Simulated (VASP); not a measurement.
Given:

```xyz
2
Lattice="0.0000 3.3005 3.3005 3.3005 0.0000 3.3005 3.3005 3.3005 0.0000" Properties=species:S:1:pos:R:3 pbc="T T T"
Sr     0.0000     0.0000     0.0000
Te     3.3005     3.3005     3.3005
```

These are LDA (Ceperley-Alder, Perdew-Zunger), VASP's LDA PAW potentials (set 64) (plane waves; VASP 6.6.1) values and carry that method's errors. Run with 520 eV cut-off, 7×7×7 Γ-centred mesh, Gaussian smearing of 0.050 eV, potentials Sr_sv Te.

Question: Give the stress tensor in GPa (positive for a compressed cell).

Answer: 
```
-1.09   0.00   0.00
 0.00  -1.09   0.00
 0.00   0.00  -1.09
```
The pressure is its mean diagonal, -1.09 GPa.

The compound is SrTe in the rock salt structure. This cell is one point of a volume scan, at 1.03 of the reference volume.
